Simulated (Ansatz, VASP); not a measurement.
# AlNi3: VASP beside Ansatz

Wanted: the spread between two codes on one cell, functional and k mesh. The cell is taken from a series of VASP runs on this material, whose earlier steps may have relaxed, scaled or displaced it; both programs get it as it stands.

Program: Ansatz 0.2.0. Level of theory: plane waves, with VASP 6.6.1 beside it; relaxation of cell and atoms at r2SCAN and relaxation of cell and atoms at r2SCAN with rVV10. Results are calculated unless marked as measured.

## 1. Set-up

It takes space group Pm-3m (No. 221, cubic). Conventional cell: a = 3.525 Å, b = 3.525 Å, c = 3.525 Å, α = 90.00°, β = 90.00°, γ = 90.00°. Nearest to Ni lie 8 Ni at 2.49 Å and 4 Al at 2.49 Å. Nearest to Al lie 12 Ni at 2.49 Å. Farther neighbours are not listed.

## 2. VASP: relaxation of cell and atoms, r2SCAN

The relaxed volume is the usual yardstick between codes: its relative difference is about their pressure difference at one cell divided by the bulk modulus.

Lines of VASP's logs that name or quote its potential files are left out, and so is its time.

File INCAR:

```
SYSTEM = AlNi3
PREC = Accurate
ENCUT = 450
EDIFF = 1E-06
NELM = 100
ISMEAR = 1
SIGMA = 0.15
LREAL = .FALSE.
ALGO = Normal
METAGGA = R2SCAN
LASPH = .TRUE.
NBANDS = 26
ISPIN = 2
MAGMOM = 1 1 1 0
LMAXMIX = 4
LORBIT = 11
LWAVE = .FALSE.
LCHARG = .FALSE.
KPAR = 8
IBRION = 2
NSW = 50
ISIF = 3
EDIFFG = -0.006
```

File POSCAR:

```
AlNi3
1.0
    3.5254873939      0.0000000000      0.0000000000
    0.0000000000      3.5254873939      0.0000000000
    0.0000000000      0.0000000000      3.5254873939
Ni Al
3 1
Direct
    0.5000000000      0.5000000000      0.0000000000
    0.5000000000      0.0000000000      0.5000000000
    0.0000000000      0.5000000000      0.5000000000
    0.0000000000      0.0000000000      0.0000000000
```

File KPOINTS:

```
Automatic mesh
0
Gamma
10 10 10
0 0 0
```

The projector-augmented-wave data sets are Ni and Al (PBE family, release 64).

Command:

```bash
mpirun -np 8 vasp_std
```

Numbers of over 12 decimals in the logs are rounded to 6 here.

What it wrote:

```text
[banner, memory and clock lines left out]
running    8 mpi-ranks, on    1 nodes
 distrk:  each k-point on    1 cores,    8 groups
 distr:  one band on    1 cores,    1 groups

 POSCAR found type information on POSCAR NiAl
 POSCAR found :  2 types and       4 ions
|                                                                             |
|           W    W    AA    RRRRR   N    N  II  N    N   GGGG   !!!           |
|           W    W   A  A   R    R  NN   N  II  NN   N  G    G  !!!           |
|           W    W  A    A  R    R  N N  N  II  N N  N  G       !!!           |
|           W WW W  AAAAAA  RRRRR   N  N N  II  N  N N  G  GGG   !            |
|           WW  WW  A    A  R   R   N   NN  II  N   NN  G    G                |
|           W    W  A    A  R    R  N    N  II  N    N   GGGG   !!!           |
|                                                                             |
|     For optimal performance we recommend to set                             |
|       NCORE = 2 up to number-of-cores-per-socket                            |
|     NCORE specifies how many cores store one orbital (NPAR=cpu/NCORE).      |
|     This setting can greatly improve the performance of VASP for DFT.       |
|     The default, NCORE=1 might be grossly inefficient on modern             |
|     multi-core architectures or massively parallel machines. Do your        |
|     Unfortunately you need to use the default for GW and RPA                |
|     calculations (for HF NCORE is supported but not extensively tested      |
|     yet).                                                                   |
|                                                                             |

|                                                                             |
|               ----> ADVICE to this user running VASP <----                  |
|                                                                             |
|     You enforced a specific xc type in the INCAR file but a different       |
|     [... a line on the potential file left out ...]
|     I HOPE YOU KNOW WHAT YOU ARE DOING!                                     |
|                                                                             |

 LDA part: xc-table for (None), standard interpolation
 POSCAR, INCAR and KPOINTS ok, starting setup
 FFT: planning ... GRIDC
 FFT: planning ... GRID_SOFT
 FFT: planning ... GRID
 WAVECAR not read
 entering main loop
       N       E                     dE             d eps       ncg     rms          rms(c)
DAV:   1     0.161438112066E+03    0.16144E+03   -0.13491E+04  5952   0.154E+03
DAV:   2    -0.414694116763E+02   -0.20291E+03   -0.19000E+03  5834   0.300E+02
DAV:   3    -0.519257247659E+02   -0.10456E+02   -0.99652E+01  6504   0.903E+01
DAV:   4    -0.520961148443E+02   -0.17039E+00   -0.17018E+00  6964   0.107E+01
DAV:   5    -0.521028532266E+02   -0.67384E-02   -0.67380E-02  7288   0.190E+00    0.208E+01
DAV:   6    -0.493568485956E+02    0.27460E+01   -0.44579E+01  6488   0.119E+02    0.219E+01
DAV:   7    -0.442500770037E+02    0.51068E+01   -0.11661E+01  6848   0.596E+01    0.303E+00
DAV:   8    -0.443233519849E+02   -0.73275E-01   -0.35205E-01  6840   0.603E+00    0.198E+00
DAV:   9    -0.443058286345E+02    0.17523E-01   -0.32116E-02  7294   0.232E+00    0.105E+00
DAV:  10    -0.443020554517E+02    0.37732E-02   -0.69290E-03  7626   0.119E+00    0.367E-01
DAV:  11    -0.443020577617E+02   -0.23100E-05   -0.12801E-03  7770   0.476E-01    0.160E-01
DAV:  12    -0.443021051735E+02   -0.47412E-04   -0.11417E-04  6650   0.141E-01    0.672E-02
DAV:  13    -0.443020967594E+02    0.84141E-05   -0.30495E-05  7224   0.854E-02    0.136E-02
DAV:  14    -0.443020969109E+02   -0.15148E-06   -0.33597E-06  5606   0.219E-02
   1 F= -.44302097E+02 E0= -.44302539E+02  d E =-.443021E+02  mag=     0.8887
 curvature:   0.00 expect dE= 0.000E+00 dE for cont linesearch  0.000E+00
 trial: gam= 0.00000 g(F)=  0.000E+00 g(S)=  0.267E-04 ort = 0.000E+00 (trialstep = 0.100E+01)
 search vector abs. value=  0.267E-04
 bond charge predicted
       N       E                     dE             d eps       ncg     rms          rms(c)
DAV:   1    -0.443027442736E+02   -0.64751E-03   -0.48271E-03  6072   0.108E+00    0.229E-01
DAV:   2    -0.443026840021E+02    0.60272E-04   -0.46858E-03  6750   0.125E+00    0.199E-01
DAV:   3    -0.443020919229E+02    0.59208E-03   -0.13169E-03  6752   0.677E-01    0.329E-02
DAV:   4    -0.443020876992E+02    0.42236E-05   -0.22931E-05  6444   0.409E-02    0.155E-02
DAV:   5    -0.443020867769E+02    0.92229E-06   -0.14109E-06  5366   0.970E-03
   2 F= -.44302087E+02 E0= -.44302531E+02  d E =0.101340E-04  mag=     0.8894
 trial-energy change:    0.000010  1 .order   -0.000005   -0.000027    0.000017
 step:   0.6064(harm=  0.6064)  dis= 0.00000  next Energy=   -44.302105 (dE=-0.809E-05)
 reached required accuracy - stopping structural energy minimisation
```

Parts of OUTCAR (step 2):

```text
ion  position               nearest neighbor table
   1  0.500  0.500  0.000-   2 2.49   3 2.49   4 2.49   2 2.49   3 2.49   2 2.49   4 2.49   2 2.49
                             3 2.49   4 2.49   3 2.49   4 2.49
   2  0.500  0.000  0.500-   1 2.49   3 2.49   4 2.49   1 2.49   4 2.49   1 2.49   3 2.49   1 2.49
                             3 2.49   4 2.49   4 2.49   3 2.49
   3  0.000  0.500  0.500-   1 2.49   2 2.49   4 2.49   1 2.49   4 2.49   2 2.49   4 2.49   4 2.49
                             1 2.49   2 2.49   1 2.49   2 2.49
   4  0.000  0.000  0.000-   1 2.49   2 2.49   3 2.49   2 2.49   3 2.49   1 2.49   3 2.49   3 2.49
                             1 2.49   2 2.49   2 2.49   1 2.49

  LATTYP: Found a simple cubic cell.
 ALAT       =     3.5254873939

 Subroutine GETGRP returns: Found 48 space group operations
 (whereof 48 operations were pure point group operations)

The static configuration has the point symmetry O_h .

 Found     56 irreducible k-points:

   k-points           NKPTS =     56   k-points in BZ     NKDIM =     56   number of bands    NBANDS=     26

   dimension x,y,z NGX =    24 NGY =   24 NGZ =   24
   dimension x,y,z NGXF=    48 NGYF=   48 NGZF=   48

   ENCUT  =  450.0 eV  33.07 Ry    5.75 a.u.   6.10  6.10  6.10*2*pi/ulx,y,z

   NELECT =      33.0000    total number of electrons

 k-points in reciprocal lattice and weights: Automatic mesh
   0.00000000  0.00000000  0.00000000       0.001
   0.10000000  0.00000000  0.00000000       0.006
   0.20000000  0.00000000  0.00000000       0.006
   0.30000000  0.00000000  0.00000000       0.006
   0.40000000  0.00000000  0.00000000       0.006
   0.50000000  0.00000000  0.00000000       0.003
   0.10000000  0.10000000  0.00000000       0.012
   0.20000000  0.10000000  0.00000000       0.024
   0.30000000  0.10000000  0.00000000       0.024
[...]
0.50000000  0.50000000  0.40000000       0.006
   0.50000000  0.50000000  0.50000000       0.001

 average (electrostatic) potential at core
       1 -86.6515       2 -86.6515       3 -86.6515       4 -72.6713

 E-fermi :   9.7913

 spin component 1
 k-point     1 :       0.0000    0.0000    0.0000
  band No.  band energies     occupation
    ...
     12       8.9264      1.00000
     13       9.2606      1.00000
     14       9.3701      1.00026
     15       9.3701      1.00026
     16       9.3701      1.00026
     17      10.6644     -0.00000
     18      10.6644     -0.00000
     19      10.6644     -0.00000
     20      16.5850      0.00000
     21      16.5850      0.00000
    ...

 k-point     2 :       0.1000    0.0000    0.0000
  band No.  band energies     occupation
    ...
     12       8.9279      1.00000
     13       9.1197      1.00000
     14       9.1197      1.00000
     15       9.2148      1.00000
     16       9.3702      1.00026
     17      10.1278     -0.00337
     18      11.0786     -0.00000
     19      11.0786     -0.00000
     20      16.5709      0.00000
     21      17.0093      0.00000
    ...

 k-point     3 :       0.2000    0.0000    0.0000
  band No.  band energies     occupation
    ...
     13       8.7450      1.00000
     14       8.9224      1.00000
     15       9.0877      1.00000
     16       9.2027      1.00000
     17       9.3705      1.00027
     18      11.9394     -0.00000
     19      11.9394     -0.00000
     20      16.5301      0.00000
     21      17.3773      0.00000
     22      19.6901      0.00000
    ...

 k-point     4 :       0.3000    0.0000    0.0000
  band No.  band energies     occupation
    ...
     13       8.4605      1.00000
     14       8.6906      1.00000
     15       8.8073      1.00000
     16       8.9918      1.00000
     17       9.3708      1.00027
     18      13.0065      0.00000
     19      13.0065      0.00000
     20      16.4703      0.00000
     21      17.6709      0.00000
     22      18.7318      0.00000
    ...

 k-point     5 :       0.4000    0.0000    0.0000
  band No.  band energies     occupation
    ...
     13       8.2853      1.00000
     14       8.4229      1.00000
     15       8.5733      1.00000
     16       8.9864      1.00000
     17       9.3711      1.00027
     18      14.2301      0.00000
     19      14.2301      0.00000
     20      16.4125      0.00000
     21      17.0981      0.00000
     22      17.0981      0.00000
    ...

 k-point     6 :       0.5000    0.0000    0.0000
  band No.  band energies     occupation
    ...
     13       8.2252      1.00000
     14       8.3155      1.00000
     15       8.4492      1.00000
     16       8.9880      1.00000
     17       9.3713      1.00027
     18      15.5844      0.00000
     19      15.5844      0.00000
     20      15.6073      0.00000
     21      15.6074      0.00000
     22      16.3877      0.00000
    ...

  Total       -0.0176255     -0.0176255     -0.0176255     -0.0000000      0.0000000     -0.0000000
  in kB       -0.6438232     -0.6438232     -0.6438232     -0.0000000      0.0000000     -0.0000000
  external PRESSURE =      -0.6438232 kB  Pullay stress =       0.0000000 kB

  energy-cutoff  :      450.00
  volume of cell :       43.86
      direct lattice vectors                 reciprocal lattice vectors
     3.526642100  0.000000000  0.000000000     0.283555850  0.000000000  0.000000000
    -0.000000000  3.526642100  0.000000000    -0.000000000  0.283555850  0.000000000
    -0.000000000 -0.000000000  3.526642100    -0.000000000 -0.000000000  0.283555850

 POSITION                                       TOTAL-FORCE (eV/Angst)
 -----------------------------------------------------------------------------------
      1.76332      1.76332      0.00000        -0.000000      0.000000     -0.000000
      1.76332     -0.00000      1.76332        -0.000000     -0.000000      0.000000
     -0.00000      1.76332      1.76332         0.000000     -0.000000      0.000000
      0.00000      0.00000      0.00000        -0.000000      0.000000      0.000000
 -----------------------------------------------------------------------------------
    total drift:                                0.000000     -0.000000     -0.000000

  FREE ENERGIE OF THE ION-ELECTRON SYSTEM (eV)
  ---------------------------------------------------
  free  energy   TOTEN  =       -44.3020867769 eV

  energy  without entropy=      -44.3034205697  energy(sigma->0) =      -44.30253137

 reached required accuracy - stopping structural energy minimisation

 total charge
# of ion       s       p       d       tot
------------------------------------------
    1        0.520   0.571   8.390   9.481
    2        0.520   0.571   8.390   9.481
    3        0.520   0.571   8.390   9.481
    4        0.412   0.415   0.000   0.827
--------------------------------------------------
tot          1.972   2.128  25.169  29.269

 magnetization (x)
# of ion       s       p       d       tot
------------------------------------------
    1       -0.008  -0.026   0.365   0.332
    2       -0.008  -0.026   0.365   0.332
    3       -0.008  -0.026   0.365   0.332
    4       -0.002  -0.014   0.000  -0.017
--------------------------------------------------
tot         -0.025  -0.092   1.096   0.979

[... 6 further parts left out ...]
```

The magnetic state follows from one typed start and may not be the lowest. SCAN-type functionals tend to overstate the moments of itinerant magnets. The run keeps the 48 symmetry operations of its start, so it cannot find a distortion of lower symmetry.

(Part 1 of 3 ends here.)

[Lines on the potential files, build, host, timing and source positions are cut from VASP's logs without a mark.]

[Logs are printed without paths, hosts, clocks, repeated set-up lines and the standing remarks that a program may print on its own settings, such as how far it seeks lower states.]

[Hosts, paths, dates, database ids (printed as entryN), source tags and the programs' standing remarks are cut or masked in the printed files.]
